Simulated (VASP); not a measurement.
An input for Quantum ESPRESSO's pw.x (written as the equivalent of a VASP run, and not itself run):

```
&CONTROL
  calculation = 'vc-relax'
  pseudo_dir = './pseudo'
  outdir = './out'
  tprnfor = .true.
  tstress = .true.
  nstep = 40
  forc_conv_thr = 0.00078
/
&SYSTEM
  ibrav = 0
  nat = 2
  ntyp = 2
  ecutwfc = 84
  occupations = 'smearing'
  smearing = 'gaussian'
  degauss = 0.003675
  input_dft = 'pbesol'
/
&ELECTRONS
  conv_thr = 7.3e-08
  electron_maxstep = 100
/
&IONS
/
&CELL
  press = 100
/
ATOMIC_SPECIES
  B 10.810 B.upf
  N 14.007 N.upf
CELL_PARAMETERS angstrom
     0.0000000    1.7957249    1.7957249
     1.7957249    0.0000000    1.7957249
     1.7957249    1.7957249    0.0000000
ATOMIC_POSITIONS crystal
  B    0.0000000  0.0000000  0.0000000
  N    0.2500000  0.2500000  0.2500000
K_POINTS automatic
  13 13 13 0 0 0
```

Task: Translate this input to VASP (INCAR, KPOINTS, POSCAR, choice of POTCAR).

Result: This is not unique; one that fits is 
### KPOINTS
```
Automatic
0
Gamma
 13 13 13
0 0 0
```

File POSCAR:
```
BN
1
    0.0000000000     1.7957248707     1.7957248707
    1.7957248707     0.0000000000     1.7957248707
    1.7957248707     1.7957248707     0.0000000000
B N
1 1
Direct
  0.0000000000   0.0000000000   0.0000000000
  0.2500000000   0.2500000000   0.2500000000
```

INCAR:
```
# general
SYSTEM  = BN
PREC    = Accurate
ENCUT   = 620   # plane-wave cut-off (eV)
LREAL   = .False.   # projection in real space or not
LASPH   = .True.   # aspherical one-centre terms

# electronic loop
EDIFF   = 1E-6
NELM    = 100   # most electronic steps
ALGO    = Normal   # blocked Davidson

# smearing
ISMEAR  = 0
SIGMA   = 0.05   # width (eV)

# functional
GGA     = PS   # PBEsol

# ions
IBRION  = 2   # conjugate gradients
NSW     = 40   # most ionic steps
ISIF    = 3   # ions, shape and volume
EDIFFG  = -0.02   # ionic stop
PSTRESS = 100   # kbar

# output
LWAVE   = .False.
LCHARG  = .False.
```

POTCAR, in this order: B N (PBE.64 set). Program: vasp_std.

What does not carry over: the potentials are each code's own (VASP's PAW set, PseudoDojo norm-conserving files in pw.x), so ENCUT and ecutwfc are chosen apart and not converted; conv_thr bounds pw.x's estimated SCF error, while EDIFF bounds the energy change between steps; forc_conv_thr acts on force components and is met together with etot_conv_thr.

The compound is BN in the zinc blende structure. This run relaxes it under an external pressure of 10 GPa. Symmetry was kept, so distortions that lower it aren't found.
